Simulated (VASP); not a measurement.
# NaF (Villiaumite): from the relaxed cell to its vibrations, part 2 of 2

What lattice, stiffness and vibrations does NaF (Villiaumite) have at one level of theory? The starting structure is a measured crystal structure from the Crystallography Open Database. All runs use LDA.

VASP 6.6.1.

So far. Step 3 (Elastic constants): The elastic tensor has C11 = 139.7, C12 = 25.6, C44 = 29.8 GPa; its Hill averages are a bulk modulus of 63.6 and a shear modulus of 38.8 GPa. Step 4 (Modes of the relaxed cell): The zone-centre modes at 11.411 Å³ an atom are T1u 279.3 cm⁻¹.

### Step 5. Modes at 0.97 of that volume

Level of this step: LDA; plane waves and PAW (Na_pv, F) (VASP).

Shape and positions were first relaxed at this volume, in a run that isn't shown.

INCAR reads:

```
SYSTEM = NaF
PREC = Accurate
ENCUT = 560
EDIFF = 1E-08
NELM = 100
ISMEAR = 0
SIGMA = 0.03
LREAL = .FALSE.
ALGO = Normal
GGA = CA
NBANDS = 13
LORBIT = 11
LWAVE = .FALSE.
LCHARG = .FALSE.
KPAR = 4
IBRION = 8
LEPSILON = .TRUE.
LPEAD = .TRUE.
ISIF = 2
```

POSCAR reads:

```
NaF
1.0
    0.0000000000      2.2285914059      2.2285914059
    2.2285914059      0.0000000000      2.2285914059
    2.2285914059      2.2285914059      0.0000000000
Na F
1 1
Direct
    0.0000000000      0.0000000000      0.0000000000
    0.5000000000      0.5000000000      0.5000000000
```

KPOINTS reads:

```
Automatic mesh
0
Gamma
16 16 16
0 0 0
```

PAW data sets: Na_pv and F (LDA family, release 64).

Run with:

```sh
$ mpirun -np 4 vasp_std
```

The program printed:

```text
[... set-up lines as in an earlier step ...]
 entering main loop
       N       E                     dE             d eps       ncg     rms          rms(c)
DAV:   1     0.113103403508E+03    0.11310E+03   -0.82262E+03  3790   0.139E+03
DAV:   2    -0.455822760227E+01   -0.11766E+03   -0.10914E+03  4059   0.368E+02
DAV:   3    -0.101244873495E+02   -0.55663E+01   -0.55531E+01  4715   0.746E+01
DAV:   4    -0.101681222114E+02   -0.43635E-01   -0.43633E-01  4115   0.698E+00
[...]
DAV:  11    -0.932784628745E+01   -0.29480E-06   -0.17577E-05  4070   0.638E-02    0.274E-03
DAV:  12    -0.932784621420E+01    0.73250E-07   -0.42406E-07  4392   0.822E-03    0.627E-04
DAV:  13    -0.932784621531E+01   -0.11109E-08   -0.48993E-08  4348   0.235E-03
   1 F= -.93278462E+01 E0= -.93278462E+01  d E =-.157959E-26
 Linear response reoptimize wavefunctions to high precision
DAV:   1    -0.932784621217E+01    0.31428E-08   -0.99308E-09  4074   0.134E-03
DAV:   2    -0.932784621220E+01   -0.33197E-10   -0.43534E-10  2190   0.189E-04
 Linear response to external field (no local field effect), progress :
[...]
RMM:   9    -0.160070278418E+00   -0.36308E-08    0.64059E-09 18860   0.156E-04    0.286E-06
 first order change of Fermi-energy  -0.93576E-05
 force on displaced ion       1 direction 1 :  -3.442   0.000   0.000
 Born effective charge ion    1 direction 1 :   0.988   0.000   0.000
 Linear response progress:
  Degree of freedom:   2/  2
       N       E                     dE             d eps       ncg     rms          rms(c)
RMM:   1    -0.520445033741E+00   -0.52045E+00    0.59272E-01 16515   0.487E+00
RMM:   2    -0.515074863714E+00    0.53702E-02   -0.11933E-02 16833   0.102E+00    0.856E-02
RMM:   3    -0.516332627874E+00   -0.12578E-02   -0.64524E-04 16157   0.203E-01    0.454E-02
RMM:   4    -0.518077756629E+00   -0.17451E-02   -0.19951E-04 15535   0.982E-02    0.988E-03
[...]
RMM:  10    -0.518130504542E+00    0.18578E-06   -0.48922E-11 17634   0.202E-05    0.190E-06
RMM:  11    -0.518130457343E+00    0.47198E-07   -0.29736E-11 16493   0.613E-06    0.402E-07
RMM:  12    -0.518130466619E+00   -0.92755E-08   -0.32592E-11 13190   0.221E-06    0.663E-08
 first order change of Fermi-energy   0.34210E-03
 force on displaced ion       2 direction 1 :  -3.437   0.000   0.000
 Born effective charge ion    2 direction 1 :  -0.988   0.000   0.000
 Born effective charges drift removed
 Linear response finished
```

Elapsed: 3 min, on 4 MPI ranks of AMD EPYC 7R43, shared host; peak memory 2 GiB.

Parts of OUTCAR (step 5):

```text
  Total        0.2836624      0.2836624      0.2836624     -0.0000000      0.0000000      0.0000000
  in kB       20.5301007     20.5301007     20.5301007     -0.0000000      0.0000000      0.0000000
  external PRESSURE =      20.5301007 kB  Pullay stress =       0.0000000 kB

 POSITION                                       TOTAL-FORCE (eV/Angst)
 -----------------------------------------------------------------------------------
      0.00000      0.00000      0.00000         0.000000     -0.000000      0.000000
      2.22859      2.22859      2.22859        -0.000000      0.000000     -0.000000
 -----------------------------------------------------------------------------------
    total drift:                                0.000000     -0.000000      0.000000

 MACROSCOPIC STATIC DIELECTRIC TENSOR (including local field effects in DFT)
 ------------------------------------------------------
           1.924311     0.000000    -0.000000
           0.000000     1.924311    -0.000000
          -0.000000     0.000000     1.924311
 ------------------------------------------------------

 MACROSCOPIC STATIC DIELECTRIC TENSOR IONIC CONTRIBUTION
 ------------------------------------------------------
           2.317991     0.000000     0.000000
           0.000000     2.317991     0.000000
           0.000000     0.000000     2.317991
 ------------------------------------------------------

[... 1 part as in an earlier step ...]

[... 1 further part left out ...]
```

The zone-centre modes at 11.069 Å³ an atom are T1u 299.9 cm⁻¹.

### Step 6. Modes at 1.03 of that volume

Shape and positions were first relaxed at this volume, in a run that isn't shown.

INCAR is that of step 5.

POSCAR reads:

```
NaF
1.0
    0.0000000000      2.2736255878      2.2736255878
    2.2736255878      0.0000000000      2.2736255878
    2.2736255878      2.2736255878      0.0000000000
Na F
1 1
Direct
    0.0000000000      0.0000000000      0.0000000000
    0.5000000000      0.5000000000      0.5000000000
```

KPOINTS is that of step 5.

Run with:

```sh
$ mpirun -np 4 vasp_std
```

The program printed:

```text
[... set-up lines as in an earlier step ...]
 entering main loop
       N       E                     dE             d eps       ncg     rms          rms(c)
DAV:   1     0.109755618661E+03    0.10976E+03   -0.81282E+03  3810   0.137E+03
DAV:   2    -0.453006735822E+01   -0.11429E+03   -0.10619E+03  4068   0.358E+02
DAV:   3    -0.101272611405E+02   -0.55972E+01   -0.55837E+01  4610   0.748E+01
DAV:   4    -0.101722450664E+02   -0.44984E-01   -0.44981E-01  4155   0.706E+00
[...]
DAV:  11    -0.933051718266E+01   -0.22585E-06   -0.15871E-05  4135   0.794E-02    0.332E-03
DAV:  12    -0.933051708851E+01    0.94157E-07   -0.70527E-07  4416   0.112E-02    0.736E-04
DAV:  13    -0.933051708434E+01    0.41712E-08   -0.92184E-08  5278   0.310E-03
   1 F= -.93305171E+01 E0= -.93305171E+01  d E =-.215524E-15
 Linear response reoptimize wavefunctions to high precision
DAV:   1    -0.933051708070E+01    0.36330E-08   -0.11681E-08  4130   0.121E-03
DAV:   2    -0.933051708074E+01   -0.33424E-10   -0.37053E-10  2130   0.171E-04
 Linear response to external field (no local field effect), progress :
[...]
RMM:  12    -0.160296441001E+00    0.56407E-09    0.19651E-08 12474   0.239E-05    0.386E-07
 first order change of Fermi-energy  -0.40007E-03
 force on displaced ion       1 direction 1 :  -2.605   0.000   0.000
 Born effective charge ion    1 direction 1 :   0.998   0.000   0.000
 Linear response progress:
  Degree of freedom:   2/  2
       N       E                     dE             d eps       ncg     rms          rms(c)
RMM:   1    -0.520204601588E+00   -0.52020E+00    0.60363E-01 16511   0.485E+00
RMM:   2    -0.516285492041E+00    0.39191E-02   -0.12418E-02 16817   0.103E+00    0.830E-02
RMM:   3    -0.517506564432E+00   -0.12211E-02   -0.61186E-04 16254   0.195E-01    0.442E-02
RMM:   4    -0.519201029767E+00   -0.16945E-02   -0.19136E-04 15498   0.952E-02    0.973E-03
[...]
RMM:   9    -0.519248849694E+00   -0.31718E-06   -0.65004E-10 17467   0.131E-04    0.126E-05
RMM:  10    -0.519248462301E+00    0.38739E-06   -0.51104E-10 16948   0.331E-05    0.152E-06
RMM:  11    -0.519248461419E+00    0.88179E-09   -0.52014E-10 17338   0.124E-05    0.560E-07
 first order change of Fermi-energy  -0.23114E-02
 force on displaced ion       2 direction 1 :  -2.605   0.000   0.000
 Born effective charge ion    2 direction 1 :  -0.998   0.000   0.000
 Born effective charges drift removed
 Linear response finished
```

Run time: 4.5 min. Hardware: 4 MPI ranks; peak memory 2.2 GiB.

From OUTCAR (step 6):

```text
  Total       -0.2502735     -0.2502735     -0.2502735     -0.0000000      0.0000000     -0.0000000
  in kB      -17.0584118    -17.0584118    -17.0584118     -0.0000000      0.0000000     -0.0000000
  external PRESSURE =     -17.0584118 kB  Pullay stress =       0.0000000 kB

 POSITION                                       TOTAL-FORCE (eV/Angst)
 -----------------------------------------------------------------------------------
      0.00000      0.00000      0.00000        -0.000000      0.000000     -0.000000
      2.27363      2.27363      2.27363         0.000000     -0.000000      0.000000
 -----------------------------------------------------------------------------------
    total drift:                                0.000000      0.000000      0.000000

 MACROSCOPIC STATIC DIELECTRIC TENSOR (including local field effects in DFT)
 ------------------------------------------------------
           1.912140     0.000000    -0.000000
           0.000000     1.912140     0.000000
           0.000000     0.000000     1.912140
 ------------------------------------------------------

 MACROSCOPIC STATIC DIELECTRIC TENSOR IONIC CONTRIBUTION
 ------------------------------------------------------
           2.942762     0.000000     0.000000
           0.000000     2.942762     0.000000
           0.000000     0.000000     2.942762
 ------------------------------------------------------

[... 1 part as in an earlier step ...]

[... 1 further part left out ...]
```

The zone-centre modes at 11.753 Å³ an atom are T1u 261.0 cm⁻¹.

### Step 7. The runs compared

| run | volume (Å³/atom) | T1u | core minutes |
| --- | --- | --- | --- |
| relaxation | 11.411 | - | 0.36 |
| elastic constants | 11.411 | - | 19.2 |
| modes of the relaxed cell | 11.411 | 279.3 | 18.9 |
| modes at 0.97 of that volume | 11.069 | 299.9 | 11.8 |
| modes at 1.03 of that volume | 11.753 | 261.0 | 17.9 |

Modes are in cm⁻¹, degenerate ones as one, matched by symmetry and order. A number in brackets counts the listed modes of one symmetry from the lowest. The symmetry labels come from an automatic analysis and can be wrong where levels nearly coincide. Core minutes are wall time times ranks of the run shown, on a shared host.

### Step 8. What came out

```
relaxed volume                : 11.41 Å³/atom
bulk modulus from two volumes : 62.5 GPa
Hill shear modulus            : 38.8 GPa
mode T1u                      : 279.3 cm⁻¹
Grüneisen parameter of T1u    : 2.32
```

**Reading.** At the LDA level NaF (Villiaumite) relaxes to 11.41 Å³ an atom. The bulk modulus is 62.5 GPa from the pressures at two volumes and 63.6 GPa as the Hill average of the elastic tensor, so the two routes agree. The mode Grüneisen parameters, from the cells at 0.97 and 1.03 of the volume, come to 2.32 (T1u). The dielectric constants and Born charges in the logs aren't compared here; at a small gap they can be far off, and in a run without a gap they mean nothing. The frequencies are harmonic, and the splitting of polar modes by their long-range field is left out. All values are for a static lattice. Further runs on this material are not shown.

[Lines on the potential files, build, host, timing and source positions are cut from VASP's logs without a mark.]

[Logs are printed without paths, hosts, clocks, repeated set-up lines and the standing remarks that a program may print on its own settings, such as how far it seeks lower states.]

[Hosts, paths, dates, database ids (printed as entryN), source tags and the programs' standing remarks are cut or masked in the printed files.]
